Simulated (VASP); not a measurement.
**The low-index faces of Zr**

Aim: compare the low-index faces of Zr at one level of theory.

Method: PBE; plane waves and PAW (Zr_sv), in VASP 6.6.1.

Most raw output is cut from this account.

## (1) The starting structure

Symmetry: P6_3/mmc, No. 194, hexagonal system. Conventional cell: a = 3.230 Å, b = 3.230 Å, c = 5.145 Å, α = 90.00°, β = 90.00°, γ = 120.00°. Nearest to Zr lie 12 Zr at 3.18 to 3.23 Å.

Coordinates:

```xyz
2
Lattice="3.2300 0.0000 0.0000 -1.6150 2.7973 0.0000 0.0000 0.0000 5.1454" Properties=species:S:1:pos:R:3 pbc="T T T"
Zr    0.0000    0.0000    0.0000
Zr    0.0000    1.8648    2.5727
```

## (2) The bulk reference, job relaxation, k-mesh 14×14×8

The bulk crystal is relaxed first, so that the slabs are cut at this functional's lattice.

Input file INCAR:

```
SYSTEM = Zr
PREC = Accurate
ENCUT = 420
EDIFF = 1E-06
NELM = 120
ISMEAR = 1
SIGMA = 0.15
LREAL = .FALSE.
ALGO = Normal
GGA = PE
NBANDS = 18
LASPH = .TRUE.
LORBIT = 11
LWAVE = .FALSE.
LCHARG = .FALSE.
KPAR = 4
IBRION = 2
NSW = 30
ISIF = 3
EDIFFG = -0.01
POTIM = 0.4
```

Input file POSCAR:

```
Zr
1.0
    3.2300000000      0.0000000000      0.0000000000
   -1.6150000000      2.7972620542      0.0000000000
    0.0000000000      0.0000000000      5.1453900000
Zr
2
Direct
    0.0000000000      0.0000000000      0.0000000000
    0.3333333333      0.6666666667      0.5000000000
```

Input file KPOINTS:

```
Automatic mesh
0
Gamma
14 14 8
0 0 0
```

PAW data sets: Zr_sv (PBE family, release 64).

The run is started by

```
$ mpirun -np 4 vasp_std
```

Elapsed: 35 s, on 4 MPI ranks of Intel Xeon Platinum 8259CL at 2.50GHz (Skylake/Cascade Lake), shared host; peak memory 0.74 GiB; 2.3 min of CPU time.

The run keeps the 24 symmetry operations of its start, so it cannot find a distortion of lower symmetry.

Relaxation path:

```tsv
step	energy less that of the first step (eV)	largest force (eV/Å)	pressure (GPa)	volume (Å³)
1	0.0000	0.0000	0.60	46.49
2	-0.0004	0.0000	-0.37	46.96
3	-0.0006	0.0000	-0.03	46.79
4	-0.0006	0.0000	-0.03	46.80
5	-0.0007	0.0000	-0.03	46.79
```

```tsv
conventional cell, symmetrised	before	after	change
a (Å)	3.230	3.234	+0.1 %
b (Å)	3.230	3.234	+0.1 %
c (Å)	5.145	5.166	+0.4 %
volume (Å³/atom)	23.24	23.39	+0.6 %
```

The relaxed structure:

```cif
data_structure
_symmetry_space_group_name_H-M 'P 1'
_symmetry_Int_Tables_number 1
_cell_length_a 3.2339
_cell_length_b 3.2339
_cell_length_c 5.1657
_cell_angle_alpha 90.000
_cell_angle_beta 90.000
_cell_angle_gamma 120.000
_cell_volume 46.79
loop_
_atom_site_label
_atom_site_type_symbol
_atom_site_fract_x
_atom_site_fract_y
_atom_site_fract_z
_atom_site_occupancy
Zr1 Zr 0.00000 0.00000 0.00000 1
Zr2 Zr 0.33333 0.66667 0.50000 1
```

This step gave:

```
electronic cycles       : 34
electrons               : 24
free energy (TOTEN)     : -17.04 eV
energy at zero smearing : -17.04 eV
Fermi energy            : 8.971 eV
metallic                : yes
```

The run ended after 5 ionic steps, 0.001 eV below its first step, once forces and stress met EDIFFG = -0.01.

Energy at zero smearing: -17.03932 eV.

## (3) The bulk reference, job self-consistent run, k-mesh 17×17×9

Input file INCAR:

```
SYSTEM = Zr
PREC = Normal
ENCUT = 320
EDIFF = 1E-06
NELM = 120
ISMEAR = 1
SIGMA = 0.15
LREAL = .FALSE.
ALGO = Fast
GGA = PE
NBANDS = 18
LASPH = .TRUE.
LORBIT = 11
LWAVE = .FALSE.
LCHARG = .FALSE.
KPAR = 4
```

Input file POSCAR:

```
Zr
1.0
    3.2339397499      0.0000000000      0.0000000000
   -1.6169698749      2.8006739777      0.0000000000
    0.0000000000      0.0000000000      5.1656717439
Zr
2
Direct
    0.0000000000      0.0000000000      0.0000000000
    0.3333333333      0.6666666667      0.5000000000
```

Input file KPOINTS:

```
Automatic mesh
0
Gamma
17 17 9
0 0 0
```

The run is started by

```
$ mpirun -np 4 vasp_std
```

Wall time 13 s (4 MPI ranks); peak memory 0.6 GiB; 48 s of CPU time.

Numbers from this step:

```
electronic cycles       : 19
free energy (TOTEN)     : -17.03 eV
energy at zero smearing : -17.03 eV
Fermi energy            : 8.962 eV
```

Energy at zero smearing: -17.02595 eV.

The run ends at a pressure of -0.84 GPa.

## (4) Surface relaxation, 8 atoms, face Zr(0001)

System of this step: Zr(0001). The cell holds 8 atoms: 8 Zr. Its edges and angles: a = 3.234 Å, b = 3.234 Å, c = 33.080 Å, α = 90.0°, β = 90.0°, γ = 60.0°. It derives from Zr. 8 layers of hcp Zr, cut at this functional's lattice. Vacuum lies along c.

All atoms relax at the fixed cell.

Input file INCAR:

```
SYSTEM = Zr
PREC = Normal
ENCUT = 320
EDIFF = 1E-05
NELM = 120
ISMEAR = 1
SIGMA = 0.15
LREAL = .FALSE.
ALGO = Fast
GGA = PE
NBANDS = 59
LASPH = .TRUE.
LORBIT = 11
LWAVE = .FALSE.
LCHARG = .FALSE.
KPAR = 4
IBRION = 2
NSW = 40
ISIF = 2
EDIFFG = -0.03
POTIM = 0.4
MAXMIX = 40
```

Input file POSCAR:

```
Zr
1.0
    3.2339397499      0.0000000000      0.0000000000
    1.6169698750      2.8006739777      0.0000000000
    0.0000000000      0.0000000000     33.0798511036
Zr
8
Direct
    0.6666666700      0.6666666700      0.2267241200
    0.0000000000      0.0000000000      0.3048029400
    0.6666666700      0.6666666700      0.3828817600
    0.0000000000      0.0000000000      0.4609605900
    0.6666666700      0.6666666700      0.5390394100
    0.0000000000      0.0000000000      0.6171182400
    0.6666666700      0.6666666700      0.6951970600
    0.0000000000      0.0000000000      0.7732758800
```

Input file KPOINTS:

```
Automatic mesh
0
Gamma
12 12 1
0 0 0
```

The run is started by

```
$ mpirun -np 4 vasp_std
```

It took 4.5 min on 4 MPI ranks; peak memory 1 GiB; 18 min of CPU time.

The run keeps the 12 symmetry operations of its start, so it cannot find a distortion of lower symmetry.

The steps of the relaxation:

```tsv
step	energy less that of the first step (eV)	largest force (eV/Å)
1	0.0000	0.6225
2	-0.0466	0.4670
3	-0.0997	0.0920
4	-0.0997	0.0963
5	-0.1009	0.0685
6	-0.1023	0.0310
7	-0.1023	0.0269
```

The atoms that moved most (Å):

```tsv
atom	dx	dy	dz	length
Zr1	0.000	0.000	0.084	0.084
Zr8	0.000	0.000	-0.084	0.084
Zr7	0.000	0.000	0.079	0.079
Zr2	0.000	0.000	-0.079	0.079
Zr3	0.000	0.000	-0.015	0.015
Zr6	0.000	0.000	0.015	0.015
Zr4	0.000	0.000	0.014	0.014
Zr5	0.000	0.000	-0.014	0.014
```

Final coordinates:

```xyz
8
Lattice="3.2339 0.0000 0.0000 1.6170 2.8007 0.0000 0.0000 0.0000 33.0799" Properties=species:S:1:pos:R:3
Zr    3.2339    1.8671    7.5835
Zr    0.0000    0.0000   10.0039
Zr    3.2339    1.8671   12.6502
Zr    0.0000    0.0000   15.2620
Zr    3.2339    1.8671   17.8178
Zr    0.0000    0.0000   20.4297
Zr    3.2339    1.8671   23.0759
Zr    0.0000    0.0000   25.4963
```

This step gave:

```
electronic cycles       : 149
electrons               : 96
free energy (TOTEN)     : -66.3012 eV
energy at zero smearing : -66.3032 eV
Fermi energy            : 4.109 eV
```

The run ended after 7 ionic steps, 0.102 eV below its first step, once the forces on the free atoms met EDIFFG = -0.03.

## (5) Potential and states of the slab, 8 atoms, face Zr(0001)

A static run writes the electrostatic potential without exchange and correlation (LVHAR), which is flat in the vacuum and gives the level to count from. The dipole correction cancels the field that unlike faces would set up across the vacuum.

Input file INCAR:

```
SYSTEM = Zr
PREC = Normal
ENCUT = 320
EDIFF = 1E-06
NELM = 120
ISMEAR = 1
SIGMA = 0.15
LREAL = .FALSE.
ALGO = Fast
GGA = PE
NBANDS = 59
LASPH = .TRUE.
LORBIT = 11
LWAVE = .FALSE.
LCHARG = .TRUE.
KPAR = 4
IDIPOL = 3
LDIPOL = .TRUE.
DIPOL = 0.5 0.5 0.5
LVHAR = .TRUE.
LVACPOTAV = .TRUE.
NEDOS = 1500
```

Input file POSCAR:

```
Zr
1.0
    3.2339397499      0.0000000000      0.0000000000
    1.6169698750      2.8006739777      0.0000000000
    0.0000000000      0.0000000000     33.0798511036
Zr
8
Direct
    0.6666666700      0.6666666700      0.2292496989
    0.0000000000      0.0000000000      0.3024176461
    0.6666666700      0.6666666700      0.3824137635
    0.0000000000      0.0000000000      0.4613697054
    0.6666666700      0.6666666700      0.5386302946
    0.0000000000      0.0000000000      0.6175862365
    0.6666666700      0.6666666700      0.6975823539
    0.0000000000      0.0000000000      0.7707503011
```

KPOINTS is that of step 4.

The run is started by

```
$ mpirun -np 4 vasp_std
```

The job ended after 72 s (4 MPI ranks; peak memory 0.96 GiB; 4.7 min of CPU time).

This step gave:

| Item | Value |
| --- | --- |
| electronic cycles | 37 |
| free energy (TOTEN) | -66.3013 eV |
| Fermi energy | 4.110 eV |
| dipole moment | 0, 0, -4.00e-6 e·Å |
| vacuum levels | 8.288, 8.288 eV |
| work functions of the upper and lower face | 4.178, 4.178 eV |

The planar average of the electrostatic potential oscillates, so the rows of the table below give means over windows of 2.54 Å about each position, cut where the curve ends. Its maxima inside the range that stand out by 2 % of the span (Å: eV): 8.8: -0.855, 11.4: 0.0477, 14.0: -0.174, 16.5: -0.388, 19.1: -0.174, 21.7: 0.0476, 24.3: -0.855. Its minima: 7.6: -18.3, 10.0: -18.2, 12.7: -18.2, 15.2: -18.2, 17.9: -18.2, 20.4: -18.2, 23.0: -18.2, 25.5: -18.3.

Zero at the Fermi level. Table of planar average of the electrostatic potential by height; means over each step:

```tsv
height (Å)	planar average of the electrostatic potential (eV)
1.27	4.18
3.81	4.13
6.35	-3.52
8.89	-9.96
11.43	-8.28
13.97	-8.58
16.51	-9.02
19.05	-8.59
21.59	-8.30
24.13	-9.94
26.67	-4.04
29.21	4.12
31.75	4.18
```

Density of states in the PAW spheres, an atom over height of the layer and energy from the Fermi level.

Values in states/eV, 22 rows by 8 columns, each cell a mean:
```
1.27 0.77 1.06 1.14 1.14 1.06 0.77 1.27
0.92 0.53 0.70 0.65 0.65 0.70 0.53 0.92
0.77 0.46 0.63 0.51 0.51 0.63 0.46 0.77
0.78 0.82 0.97 0.84 0.84 0.97 0.82 0.78
0.84 0.84 0.67 0.75 0.75 0.67 0.84 0.84
0.50 0.51 0.45 0.54 0.54 0.45 0.51 0.50
0.58 0.76 0.65 0.70 0.70 0.65 0.76 0.58
0.58 0.67 0.55 0.58 0.58 0.55 0.67 0.58
0.30 0.45 0.44 0.47 0.47 0.44 0.45 0.30
0.14 0.17 0.18 0.21 0.21 0.18 0.17 0.14
0.07 0.08 0.09 0.11 0.11 0.09 0.08 0.07
0.05 0.06 0.05 0.05 0.05 0.05 0.06 0.05
0.03 0.05 0.04 0.05 0.05 0.04 0.05 0.03
0.02 0.04 0.03 0.03 0.03 0.03 0.04 0.02
0.01 0.02 0.02 0.02 0.02 0.02 0.02 0.01
0.00 0.00 0.01 0.01 0.01 0.01 0.00 0.00
0.00 0.00 0.00 0.00 0.00 0.00 0.00 0.00
0.00 0.00 0.00 0.00 0.00 0.00 0.00 0.00
0.00 0.00 0.00 0.00 0.00 0.00 0.00 0.00
0.00 0.00 0.00 0.00 0.00 0.00 0.00 0.00
0.00 0.00 0.00 0.00 0.00 0.00 0.00 0.00
0.00 0.00 0.00 0.00 0.00 0.00 0.00 0.00
```
Columns: height of the layer (Å) from 7.6 to 25.5 (not evenly spaced); rows upwards: energy from the Fermi level (eV) from -7.9 to 0.5.

Valence density in the ca plane at fractional y = 0.000, with atoms of Zr within 0.2 Å of it. It is the smooth field of the valence electrons, not physical close to the nuclei.

Ten even steps from '0' (0.0 e/Å³) to '9' (5.7 e/Å³), each cell a mean:
```
15873000000000158740000000002587300000000000
02331000000000013310000000000232100000000000
00000000000000000000000000000000000000000000
00000000010000000000000110000000000000000000
00000000000000000000000000000000000000000000
01110000000000001100000000000111000000000000
13652000000000135520000000001365200000000000
26984100000000269941000000002798300000000000
```
Columns run along c (16.0 Å, from fractional 0.44 to 0.92 of the cell), rows up along a (3.2 Å). Atoms in or near the plane, at fractional coordinates: Zr at (0.46, 0.00), Zr at (0.62, 0.00), Zr at (0.77, 0.00).

The map of layer states is cut here 0.5 eV above the Fermi level, so it leaves out the states above that.

The vacuum level lies 4.18 eV above the Fermi level at the upper face; both faces agree, as the slab has next to no dipole.

The program found no field-free point at its default tolerance, but its printed level agrees with the flat part of the planar average.

On this mesh the fine structure of the density of states is sampling noise, and high empty states may be cut by the number of bands.

## (6) Relaxing the slab, 12 atoms, face Zr(10-10)

System of this step: Zr(10-10). The cell holds 12 atoms: 12 Zr. Its edges and angles: a = 3.234 Å, b = 5.166 Å, c = 29.937 Å, α = 90.0°, β = 90.0°, γ = 90.0°. It derives from Zr. 12 layers of hcp Zr, cut at this functional's lattice. Vacuum lies along c.

Input file INCAR:

```
SYSTEM = Zr
PREC = Normal
ENCUT = 320
EDIFF = 1E-05
NELM = 120
ISMEAR = 1
SIGMA = 0.15
LREAL = .FALSE.
ALGO = Fast
GGA = PE
NBANDS = 89
LASPH = .TRUE.
LORBIT = 11
LWAVE = .FALSE.
LCHARG = .FALSE.
KPAR = 4
IBRION = 2
NSW = 40
ISIF = 2
EDIFFG = -0.03
POTIM = 0.4
MAXMIX = 40
```

Input file POSCAR:

```
Zr
1.0
    3.2339397499      0.0000000000      0.0000000000
    0.0000000000      5.1656717439      0.0000000000
    0.0000000000      0.0000000000     29.9369278812
Zr
12
Direct
    0.0000000000      0.0000000000      0.2505267100
    0.5000000000      0.0000000000      0.3440791900
    0.5000000000      0.5000000000      0.2817108700
    0.0000000000      0.0000000000      0.4376316800
    0.0000000000      0.5000000000      0.3752633500
    0.5000000000      0.0000000000      0.5311841600
    0.5000000000      0.5000000000      0.4688158400
    0.0000000000      0.0000000000      0.6247366500
    0.0000000000      0.5000000000      0.5623683200
    0.5000000000      0.0000000000      0.7182891300
    0.5000000000      0.5000000000      0.6559208100
    0.0000000000      0.5000000000      0.7494732900
```

Input file KPOINTS:

```
Automatic mesh
0
Gamma
9 6 1
0 0 0
```

The run is started by

```
$ mpirun -np 4 vasp_std
```

Wall time 11 min (4 MPI ranks); peak memory 1.7 GiB; 43 min of CPU time.

The run keeps the 8 symmetry operations of its start, so it cannot find a distortion of lower symmetry.

Relaxation path:

```tsv
step	energy less that of the first step (eV)	largest force (eV/Å)
1	0.0000	0.4260
2	-0.0191	0.3481
3	-0.0501	0.1170
4	-0.0513	0.1536
5	-0.0559	0.1066
6	-0.0583	0.0537
7	-0.0583	0.0502
8	-0.0590	0.0384
9	-0.0593	0.0397
10	-0.0599	0.0294
```

The atoms that moved most (Å):

```tsv
atom	dx	dy	dz	length
Zr1	0.000	0.000	0.096	0.096
Zr12	0.000	0.000	-0.096	0.096
Zr2	0.000	0.000	-0.049	0.049
Zr11	0.000	0.000	0.049	0.049
Zr4	0.000	0.000	-0.032	0.032
Zr9	0.000	0.000	0.032	0.032
Zr10	0.000	0.000	-0.031	0.031
Zr3	0.000	0.000	0.031	0.031
```

Final coordinates:

```
Zr
1.0
     3.23394    0.00000    0.00000
     0.00000    5.16567    0.00000
     0.00000    0.00000   29.93693
Zr
12
Direct
  0.00000 0.00000 0.25375
  0.50000 0.00000 0.34246
  0.50000 0.50000 0.28274
  0.00000 0.00000 0.43656
  0.00000 0.50000 0.37509
  0.50000 0.00000 0.53137
  0.50000 0.50000 0.46863
  0.00000 0.00000 0.62491
  0.00000 0.50000 0.56344
  0.50000 0.00000 0.71726
  0.50000 0.50000 0.65754
  0.00000 0.50000 0.74625
```

Numbers from this step:

```
electronic cycles       : 103
electrons               : 144
free energy (TOTEN)     : -98.6955 eV
energy at zero smearing : -98.6934 eV
Fermi energy            : 3.439 eV
```

The run ended after 10 ionic steps, 0.060 eV below its first step, once the forces on the free atoms met EDIFFG = -0.03.

## (7) Vacuum level and density of states, 12 atoms, face Zr(10-10)

Input file INCAR:

```
SYSTEM = Zr
PREC = Normal
ENCUT = 320
EDIFF = 1E-06
NELM = 120
ISMEAR = 1
SIGMA = 0.15
LREAL = .FALSE.
ALGO = Fast
GGA = PE
NBANDS = 89
LASPH = .TRUE.
LORBIT = 11
LWAVE = .FALSE.
LCHARG = .TRUE.
KPAR = 4
IDIPOL = 3
LDIPOL = .TRUE.
DIPOL = 0.5 0.5 0.5
LVHAR = .TRUE.
LVACPOTAV = .TRUE.
NEDOS = 1500
```

Input file POSCAR:

```
Zr
1.0
    3.2339397499      0.0000000000      0.0000000000
    0.0000000000      5.1656717439      0.0000000000
    0.0000000000      0.0000000000     29.9369278812
Zr
12
Direct
    0.0000000000      0.0000000000      0.2537484252
    0.5000000000      0.0000000000      0.3424588600
    0.5000000000      0.5000000000      0.2827383582
    0.0000000000      0.0000000000      0.4365598058
    0.0000000000      0.5000000000      0.3750949815
    0.5000000000      0.0000000000      0.5313682109
    0.5000000000      0.5000000000      0.4686317891
    0.0000000000      0.0000000000      0.6249050185
    0.0000000000      0.5000000000      0.5634401942
    0.5000000000      0.0000000000      0.7172616418
    0.5000000000      0.5000000000      0.6575411400
    0.0000000000      0.5000000000      0.7462515748
```

KPOINTS is that of step 6.

The run is started by

```
$ mpirun -np 4 vasp_std
```

Run time: 3.5 min. Hardware: 4 MPI ranks; peak memory 1.6 GiB.

This step gave:

* electronic cycles: 32
* Fermi energy: 3.446 eV
* dipole moment: 0, 0, 0 e·Å
* vacuum levels: 7.236, 7.236 eV
* work functions of the upper and lower face: 3.790, 3.790 eV

The planar average of the electrostatic potential oscillates, so the rows of the table below give means over windows of 2.78 Å about each position, cut where the curve ends. Its maxima inside the range that stand out by 2 % of the span (Å: eV): 9.4: -3.59, 12.2: -3.12, 15.0: -2.72, 17.7: -3.12, 20.5: -3.59. Its minima: 8.0: -15.1, 10.7: -13.7, 13.6: -13.9, 16.4: -13.9, 19.2: -13.7, 21.9: -15.1.

Zero at the Fermi level. Planar average of the electrostatic potential against height; means over each step:

```tsv
height (Å)	planar average of the electrostatic potential (eV)
1.39	3.79
4.17	3.72
6.95	-5.13
9.73	-9.21
12.51	-8.91
15.29	-8.73
18.07	-8.87
20.85	-9.49
23.63	-0.964
26.41	3.77
29.19	3.79
```

Density of states in the PAW spheres, an atom over height of the layer and energy from the Fermi level.

Values in states/eV, 22 rows by 12 columns, each cell a mean:
```
1.36 1.07 1.00 1.13 1.05 1.20 1.20 1.05 1.13 1.00 1.07 1.36
1.09 0.90 0.70 0.59 0.59 0.53 0.53 0.59 0.59 0.70 0.90 1.09
0.78 0.65 0.48 0.49 0.58 0.55 0.55 0.58 0.49 0.48 0.65 0.78
1.19 0.95 0.81 0.92 0.98 0.97 0.97 0.98 0.92 0.81 0.95 1.19
0.67 0.73 0.70 0.69 0.65 0.67 0.67 0.65 0.69 0.70 0.73 0.67
0.48 0.53 0.58 0.57 0.58 0.61 0.61 0.58 0.57 0.58 0.53 0.48
0.60 0.67 0.75 0.72 0.66 0.67 0.67 0.66 0.72 0.75 0.67 0.60
0.45 0.52 0.65 0.60 0.54 0.54 0.54 0.54 0.60 0.65 0.52 0.45
0.27 0.33 0.48 0.50 0.48 0.46 0.46 0.48 0.50 0.48 0.33 0.27
0.11 0.14 0.17 0.19 0.18 0.19 0.19 0.18 0.19 0.17 0.14 0.11
0.07 0.09 0.09 0.09 0.10 0.10 0.10 0.10 0.09 0.09 0.09 0.07
0.04 0.05 0.06 0.05 0.05 0.05 0.05 0.05 0.05 0.06 0.05 0.04
0.03 0.04 0.05 0.05 0.05 0.05 0.05 0.05 0.05 0.05 0.04 0.03
0.01 0.02 0.03 0.04 0.03 0.02 0.02 0.03 0.04 0.03 0.02 0.01
0.01 0.01 0.02 0.02 0.02 0.02 0.02 0.02 0.02 0.02 0.01 0.01
0.00 0.00 0.00 0.01 0.01 0.01 0.01 0.01 0.01 0.00 0.00 0.00
0.00 0.00 0.00 0.00 0.00 0.00 0.00 0.00 0.00 0.00 0.00 0.00
0.00 0.00 0.00 0.00 0.00 0.00 0.00 0.00 0.00 0.00 0.00 0.00
0.00 0.00 0.00 0.00 0.00 0.00 0.00 0.00 0.00 0.00 0.00 0.00
0.00 0.00 0.00 0.00 0.00 0.00 0.00 0.00 0.00 0.00 0.00 0.00
0.00 0.00 0.00 0.00 0.00 0.00 0.00 0.00 0.00 0.00 0.00 0.00
0.00 0.00 0.00 0.00 0.00 0.00 0.00 0.00 0.00 0.00 0.00 0.00
```
Columns: height of the layer (Å) from 7.6 to 22.3 (not evenly spaced); rows upwards: energy from the Fermi level (eV) from -7.9 to 0.5.

Valence density in the ca plane at fractional y = 0.000, with atoms of Zr within 0.2 Å of it. It is the smooth field of the valence electrons, not physical close to the nuclei.

Values in e/Å³, 5 rows by 16 columns, each cell a mean:
```
0.2 2.4 2.4 0.2 0.3 0.3 0.4 3.5 1.1 0.2 0.3 0.1 0.0 0.0 0.0 0.0
0.2 0.4 0.4 0.2 2.3 1.4 0.2 0.5 0.3 0.7 2.8 0.4 0.0 0.0 0.0 0.0
0.3 0.2 0.2 0.3 4.1 2.5 0.2 0.2 0.2 1.3 4.9 0.7 0.0 0.0 0.0 0.0
0.2 0.8 0.8 0.2 1.4 0.8 0.2 1.1 0.4 0.5 1.7 0.3 0.0 0.0 0.0 0.0
0.2 3.1 3.0 0.2 0.2 0.2 0.5 4.4 1.4 0.2 0.2 0.1 0.0 0.0 0.0 0.0
```
Columns run along c (16.0 Å, from fractional 0.38 to 0.91 of the cell), rows up along a (3.2 Å). Atoms in or near the plane, at fractional coordinates: Zr at (0.44, 0.00), Zr at (0.53, 0.50), Zr at (0.62, 0.00), Zr at (0.72, 0.50).

The map of layer states is cut here 0.5 eV above the Fermi level, so it leaves out the states above that.

The vacuum level lies 3.79 eV above the Fermi level at the upper face; both faces agree, as the slab has next to no dipole.

The program found no field-free point at its default tolerance, but its printed level agrees with the flat part of the planar average.

On this mesh the fine structure of the density of states is sampling noise, and high empty states may be cut by the number of bands.

## (8) The faces side by side

This step: surfaces of a metal, PBE; plane waves and PAW (VASP 6.6.1).

No new run; the numbers come from the runs before.

Symmetric slabs, all atoms free. All faces:

```tsv
face	layers	area a surface atom (Å²)	work function (eV)	surface energy as cut (J/m²)	surface energy relaxed (J/m²)	change of the top spacing (%)
Zr(0001)	8	9.057	4.178	1.683	1.593	-6.29
Zr(10-10)	12	16.7	3.79	1.689	1.66	-7.04
```

Each surface energy is the slab's energy less its number of atoms times the bulk energy of -8.5130 eV, over twice the cell's area.

## (9) Outcome

```
Zr(0001)  : 1.59 J/m², 4.18 eV
Zr(10-10) : 1.66 J/m², 3.79 eV
```

What this shows: The cheapest face is Zr(0001) at 1.59 J/m², against 1.66 for Zr(10-10). The work functions are 4.18 eV for Zr(0001) and 3.79 eV for Zr(10-10). The densest face has the highest work function, as the smoothing of the electron density over an open face lowers the surface dipole. The densest face is also the cheapest, since it cuts the fewest bonds an area. The top spacing changes by -6.3 % on Zr(0001) and -7.0 % on Zr(10-10). Of the two ends of the prism face, the one with the short outer spacing was run. One thickness was run for each face, and bulk and slab meshes don't match, which leaves some hundredths of a J/m². The cells are 1 × 1 and can't reconstruct.

[Lines on the potential files, build, host, timing and source positions are cut from VASP's logs without a mark.]

[Logs are printed without paths, hosts, clocks, repeated set-up lines and the standing remarks that a program may print on its own settings, such as how far it seeks lower states.]

[Hosts, paths, dates, database ids (printed as entryN), source tags and the programs' standing remarks are cut or masked in the printed files.]

[Runs that stopped without an error message from VASP are left out.]
